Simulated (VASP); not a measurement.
A run of VASP 6.6.1 is set up as follows.

INCAR

```
ALGO = Normal
EDIFF = 1E-7
EDIFFG = -0.005
ENCUT = 600
GGA = PS
IBRION = 2
ISIF = 3
ISMEAR = 0
KPAR = 2
LASPH = T
LCHARG = F
LREAL = F
LWAVE = F
NELM = 80
NSW = 90
PREC = Accurate
SIGMA = 0.03
```

Contents of KPOINTS:

```
k-points
0
Gamma
  8 8 4
```

POSCAR

```
LaBiS2O                                 
1.0
    4.0028748579     -0.0000000000      0.0000000000
    0.0000000000      4.0028748579      0.0000000000
    0.0000000000      0.0000000000     13.9023694247
  La              Bi              S               O             
     2     2     4     2
Direct
     0.5000000000000000    0.0000000000000000    0.5895179207393607
     0.0000000000000000    0.5000000000000000    0.4104820792606391
     0.0000000000000000    0.5000000000000000    0.8701491796848815
     0.5000000000000000    0.0000000000000000    0.1298508203151186
     0.5000000000000000    0.0000000000000000    0.8930636254303878
     0.0000000000000000    0.5000000000000000    0.1069363745696123
     0.0000000000000000    0.5000000000000000    0.6904460649148588
     0.5000000000000000    0.0000000000000000    0.3095539350851414
     0.0000000000000000    0.0000000000000000    0.5000000000000000
     0.5000000000000000    0.5000000000000000    0.5000000000000000
```

Potentials or basis: VASP PAW PBE potentials, release 64 (La, Bi_d, S, O).

Launch:

```bash
$ cat potpaw_PBE.64/La/POTCAR potpaw_PBE.64/Bi_d/POTCAR potpaw_PBE.64/S/POTCAR potpaw_PBE.64/O/POTCAR > POTCAR
$ mpirun -np 2 vasp_std > vasp.out
```

**Question.** Estimate the relaxed cell.

**Answer.** a = 4.002 Å, b = 4.002 Å, c = 13.909 Å, α = 90.00°, β = 90.00°, γ = 90.00°.

**Question.** What does it give for the relaxed volume?

**Answer.** 22.28 Å³/atom.

Final structure:
```yaml
crystal:
  lattice:
    - [4.00250, 0.00000, 0.00000]
    - [0.00000, 4.00250, 0.00000]
    - [0.00000, 0.00000, 13.90863]
  atoms:
    - { symbol: La, position: [0.50000, 0.00000, 0.58945] }
    - { symbol: La, position: [0.00000, 0.50000, 0.41055] }
    - { symbol: Bi, position: [0.00000, 0.50000, 0.87001] }
    - { symbol: Bi, position: [0.50000, 0.00000, 0.12999] }
    - { symbol: S, position: [0.50000, 0.00000, 0.89337] }
    - { symbol: S, position: [0.00000, 0.50000, 0.10663] }
    - { symbol: S, position: [0.00000, 0.50000, 0.69033] }
    - { symbol: S, position: [0.50000, 0.00000, 0.30967] }
    - { symbol: O, position: [0.00000, 0.00000, 0.50000] }
    - { symbol: O, position: [0.50000, 0.50000, 0.50000] }
```

Caveat: the PAW data sets were made with another functional, which shifts forces and pressure a little.
